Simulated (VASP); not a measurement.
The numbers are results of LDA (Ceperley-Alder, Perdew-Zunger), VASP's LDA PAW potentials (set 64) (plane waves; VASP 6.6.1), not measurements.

The input files of a VASP run:

INCAR:
```
SYSTEM = SrTiO3
PREC = Accurate
ENCUT = 520
EDIFF = 1E-7
NELM = 100
ALGO = Normal
LREAL = .FALSE.
LASPH = .TRUE.
ISMEAR = -5
LMAXMIX = 4
LWAVE = .FALSE.
LCHARG = .TRUE.
LORBIT = 11
NEDOS = 601
ISIF = 2
```

File POSCAR:
```
SrTiO3
3.8616570
  0.9999998802   0.0000000000   0.0000000000
  0.0000000000   0.9999998802   0.0000000000
  0.0000000000   0.0000000000   0.9999998802
Sr Ti O
1 1 3
Cart
  0.0000000000   0.0000000000   0.0000000000
  0.4999999401   0.4999999401   0.4999999401
  0.4999999401   0.0000000000   0.4999999401
  0.0000000000   0.4999999401   0.4999999401
  0.4999999401   0.4999999401   0.0000000000
```

File KPOINTS:
```
Automatic
0
gamma
8 8 8
```

POTCAR, in this order: Sr_sv Ti_sv O (LDA.64 set). Program: vasp_std.

Q: Estimate the energy per atom (σ→0), band gap (on the k-mesh).

A: 
energy per atom (σ→0): -8.836 eV/atom
band gap (on the k-mesh): 1.81 eV

**OSZICAR**
```
...
DAV:  11    -0.441784424113E+02    0.53850E-02   -0.63012E-02  2456   0.207E+00    0.250E-01
DAV:  12    -0.441777436081E+02    0.69880E-03   -0.44162E-03  2064   0.726E-01    0.665E-02
DAV:  13    -0.441777421289E+02    0.14792E-05   -0.37198E-04  2120   0.133E-01    0.423E-02
DAV:  14    -0.441777380323E+02    0.40966E-05   -0.49555E-05  2616   0.428E-02    0.946E-03
DAV:  15    -0.441777370575E+02    0.97481E-06   -0.43584E-06  2272   0.211E-02    0.471E-03
DAV:  16    -0.441777367592E+02    0.29830E-06   -0.80084E-07  2600   0.110E-02    0.281E-03
DAV:  17    -0.441777367369E+02    0.22304E-07   -0.36839E-07  1808   0.801E-03
   1 F= -.44177737E+02 E0= -.44177737E+02  d E =0.000000E+00
```

The compound is SrTiO3 in the cubic perovskite structure, the ideal cubic form; the compound distorts at low or room temperature. It was relaxed first.
